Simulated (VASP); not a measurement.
Here is the system:

```xyz
5
Lattice="6.1035 0.0000 0.0000 0.0000 6.1035 0.0000 0.0000 0.0000 6.1035" Properties=species:S:1:pos:R:3 pbc="T T T"
Cs     0.0000     0.0000     0.0000
Sn     3.0517     3.0517     3.0517
I      3.0517     0.0000     3.0517
I      0.0000     3.0517     3.0517
I      3.0517     3.0517     0.0000
```

These are SCAN meta-GGA, VASP's PBE PAW potentials (set 64) (plane waves; VASP 6.6.1) values and carry that method's errors. Settings: 520 eV cut-off, 4×4×4 Γ-centred mesh, Gaussian smearing of 0.050 eV, potentials Cs_sv Sn_d I.

### Question
The job: CsSnI₃ (cubic perovskite), 5 atoms, SCAN, static run, 520 eV, 4×4×4 Γ-centred mesh. Roughly how much core time does it take on a busy server core?

### Answer
About 4 core-minutes (one run on a shared machine, a rough figure). It had 10 irreducible k-points, 26 bands, up to 6152 plane waves and 31 electronic steps.

The compound is CsSnI3 in the cubic perovskite structure, the ideal cubic form; the compound distorts at low or room temperature. This cell is one point of a volume scan, at 0.94 of the reference volume.
